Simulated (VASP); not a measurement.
# Al3BiO3 in VASP: notebook, part 2 of 2

VASP 6.6.1.

### Step 4. Relaxation of cell and atoms, PBE

This run uses another cell than the first one, of 16.45 Å³/atom, 1.079 times its volume.

INCAR reads:

```
SYSTEM = Al3BiO3
ALGO = Fast
EDIFF = 1E-4
EDIFFG = -0.08
ENCUT = 520
GGA = PE
IBRION = 2
ISIF = 3
ISMEAR = 0
LASPH = .TRUE.
LCHARG = .FALSE.
LREAL = .FALSE.
LWAVE = .FALSE.
NELM = 60
NSW = 24
PREC = Normal
SIGMA = 0.15
```

KPOINTS reads:

```
k-points
0
G
  3 3 3
  0 0 0
```

POSCAR reads:

```
Al3BiO3
1.0
    4.4130707100      0.0000000000      0.0000000000
    0.0000000000      4.4130707100      0.0000000000
    0.0000000000      0.0000000000      5.9114548900
Al Bi O
3 1 3
Direct
    0.0000000000      0.0000000000      0.5000000000
    0.5000000000      0.5000000000      0.8548087500
    0.5000000000      0.5000000000      0.1451912500
    0.5000000000      0.5000000000      0.5000000000
    0.0000000000      0.5000000000      0.0000000000
    0.5000000000      0.0000000000      0.0000000000
    0.0000000000      0.0000000000      0.0000000000
```

Potentials or basis: VASP PAW PBE potentials, release 64 (Al, Bi_d, O).

On the command line:

```console
> cat potpaw_PBE.64/Al/POTCAR potpaw_PBE.64/Bi_d/POTCAR potpaw_PBE.64/O/POTCAR > POTCAR
> mpirun -np 1 vasp_std > vasp.out
```

OUTCAR:

```text
SYSTEM = Al3BiO3
   EDIFF = 1E-4
   EDIFFG = -0.08
   ENCUT = 520
   GGA = PE
   IBRION = 2
   ISIF = 3
   ISMEAR = 0
   LASPH = .TRUE.
   LREAL = .FALSE.
   NELM = 60
   NSW = 24
   PREC = Normal

 ion  position               nearest neighbor table
   1  0.000  0.000  0.500-   4 3.12   4 3.12   4 3.12   4 3.12
   2  0.500  0.500  0.855-   3 1.72   4 2.10   5 2.37   6 2.37   6 2.37   5 2.37
   3  0.500  0.500  0.145-   2 1.72   4 2.10   5 2.37   6 2.37   6 2.37   5 2.37
   4  0.500  0.500  0.500-   2 2.10   3 2.10   1 3.12   1 3.12   1 3.12   1 3.12
   5  0.000  0.500  0.000-   2 2.37   3 2.37   2 2.37   3 2.37
   6  0.500  0.000  0.000-   2 2.37   3 2.37   2 2.37   3 2.37
   7  0.000  0.000  0.000-

  LATTYP: Found a simple tetragonal cell.
 ALAT       =     4.4130707100
 C/A-ratio  =     1.3395332363

  Lattice vectors:

 A1 = (   4.4130707100,   0.0000000000,   0.0000000000)
 A2 = (   0.0000000000,   4.4130707100,   0.0000000000)
 A3 = (   0.0000000000,   0.0000000000,   5.9114548900)

Analysis of symmetry for initial positions (statically):
=====================================================================
 Subroutine PRICEL returns:
 Original cell was already a primitive cell.

 Routine SETGRP: Setting up the symmetry group for a
 simple tetragonal supercell.

 Subroutine GETGRP returns: Found 16 space group operations
 (whereof 16 operations were pure point group operations)
 out of a pool of 16 trial point group operations.

The static configuration has the point symmetry D_4h.

Analysis of symmetry for dynamics (positions and initial velocities):
=====================================================================
 Subroutine PRICEL returns:
 Original cell was already a primitive cell.

 Routine SETGRP: Setting up the symmetry group for a
 simple tetragonal supercell.

 Subroutine GETGRP returns: Found 16 space group operations
 (whereof 16 operations were pure point group operations)
 out of a pool of 16 trial point group operations.
[... 128 lines left out ...]
  volume of cell :      115.13
 maximum number of plane-waves:      3129
   NGX = 17   NGY = 17   NGZ = 21

--------------------------------------- Ionic step        1  -------------------------------------------

 number of electron      41.9999964 magnetization

 Free energy of the ion-electron system (eV)
  ---------------------------------------------------
  ext. energy  EPLUGINS =         0.00000000
  ---------------------------------------------------
  free energy    TOTEN  =       -18.83751805 eV

  energy without entropy =      -18.77686464  energy(sigma->0) =      -18.80719135

------------------------ aborting loop because EDIFF is reached ----------------------------------------

  FORCE on cell =-STRESS in cart. coord.  units (eV):
  Direction    XX          YY          ZZ          XY          YZ          ZX
  --------------------------------------------------------------------------------------
  -------------------------------------------------------------------------------------
  Total       -8.6796277     -8.6796277     72.3552923      0.0000000      0.0000000      0.0000000
  in kB     -120.7912648   -120.7912648   1006.9426423      0.0000000      0.0000000      0.0000000
  external PRESSURE =     255.1200375 kB  Pullay stress =       0.0000000 kB
[... 104 lines left out ...]
  FREE ENERGIE OF THE ION-ELECTRON SYSTEM (eV)
  ---------------------------------------------------
  free  energy   TOTEN  =       -23.6367269628 eV

  energy  without entropy=      -23.5458278176  energy(sigma->0) =      -23.59127739

 E-fermi :   3.9827     XC(G=0):  -9.0663

 val. band max:        3.9375645291   @ k =   0.3333   0.3333   0.3333
 cond. band min:       4.0078208794   @ k =   0.3333   0.0000   0.3333
 fundamental gap:      0.0702563503
 Fermi energy:         3.9827394739

 k-point     1 :       0.0000    0.0000    0.0000
  band No.  band energies     occupation
      1     -18.3129      2.00000
      2     -18.2013      2.00000
      3     -18.2013      2.00000
      4     -18.1178      2.00000
      5     -18.1120      2.00000
      6     -15.2504      2.00000
[... 157 lines left out ...]
     24       5.0609      0.00000
     25       6.2091      0.00000

[... ionic steps 4 to 7 ...]

--------------------------------------- Ionic step        8  -------------------------------------------

 number of electron      41.9999942 magnetization

------------------------ aborting loop because EDIFF is reached ----------------------------------------
[... 77 lines left out ...]
--------------------------------------- Ionic step       10  -------------------------------------------

 number of electron      41.9999937 magnetization

 Free energy of the ion-electron system (eV)
  ---------------------------------------------------
  ext. energy  EPLUGINS =         0.00000000
  ---------------------------------------------------
  free energy    TOTEN  =       -27.05109776 eV

  energy without entropy =      -26.94910910  energy(sigma->0) =      -27.00010343

 E-fermi :   5.0872     XC(G=0):  -9.4878

 val. band max:        5.0827744477   @ k =   0.3333   0.0000   0.0000
 cond. band min:       5.1313465206   @ k =   0.3333   0.3333   0.3333
 fundamental gap:      0.0485720729
 Fermi energy:         5.0871651042

 k-point     1 :       0.0000    0.0000    0.0000
  band No.  band energies     occupation
      1     -17.4571      2.00000
      2     -17.3172      2.00000
      3     -17.3172      2.00000
      4     -17.2416      2.00000
      5     -17.2340      2.00000
      6     -14.9757      2.00000
[... 191 lines left out ...]
  FREE ENERGIE OF THE ION-ELECTRON SYSTEM (eV)
  ---------------------------------------------------
  free  energy   TOTEN  =       -27.0510977636 eV

  energy  without entropy=      -26.9491090978  energy(sigma->0) =      -27.00010343

 reached required accuracy - stopping structural energy minimisation
```

Run time: 1.9 min. Hardware: 1 thread of Intel Xeon Platinum 8488C (Sapphire Rapids), shared host; peak memory 0.18 GiB.

Results:

* Free energy: -27.0511 eV
* Relaxed volume: 17.88 Å³/atom
* Relaxed cell: a = 4.036 Å, b = 4.036 Å, c = 7.685 Å, α = 90.00°, β = 90.00°, γ = 90.00°
* Space group after relaxing (to 0.05 Å): P4/mmm (No. 123)
* Energy gained by relaxing: 1173.4 meV/atom
* Ionic steps: 10
* Pressure after relaxing: -0.1 GPa
* Band gap on the k mesh: 0.05 eV, indirect (least direct gap 0.35 eV)

Stress tensor (GPa, compression positive):
```
 0.18  0.00  0.00
 0.00  0.18  0.00
 0.00  0.00 -0.54
```

The path:
```
step  energy change (eV)  largest force (eV/Å)  pressure (GPa)  volume (Å³)
   1              0.0000                9.2354           25.51       115.13
   2             -2.0332                5.5793          -11.95       152.51
   3             -4.7992                9.0695            0.47       132.42
   4             -7.4086                0.6751           -9.23       140.79
   5             -7.6590                1.7483           -7.85       138.85
   6             -7.6585                1.8579           -7.76       138.68
   7             -8.2063                0.2103            0.90       123.51
   8             -8.2100                0.0036            0.22       124.53
   9             -8.2098                0.0613            0.19       124.80
  10             -8.2136                0.0015           -0.06       125.19
```

Final structure:
```xyz
7
Lattice="4.0361 0.0000 0.0000 0.0000 4.0361 0.0000 0.0000 0.0000 7.6849" Properties=species:S:1:pos:R:3 pbc="T T T"
Al    4.0361    0.0000    3.8425
Al    2.0181    2.0181    6.5239
Al    2.0181    2.0181    1.1610
Bi    2.0181    2.0181    3.8425
O     4.0361    2.0181    0.0000
O     2.0181    0.0000    0.0000
O     4.0361    0.0000    0.0000
```

Caveat: the k mesh is coarse (spacing up to 0.47 Å⁻¹), so the values aren't converged; spin-orbit coupling is left out, which as a rule narrows the gap of such compounds by several tenths of an eV; an odd mesh through Γ misses points on the zone boundary, where band edges often lie; the relaxation stopped at a loose force limit of 0.08 eV/Å, so its end isn't a converged minimum. As with any semilocal functional, this PBE gap is likely too small.
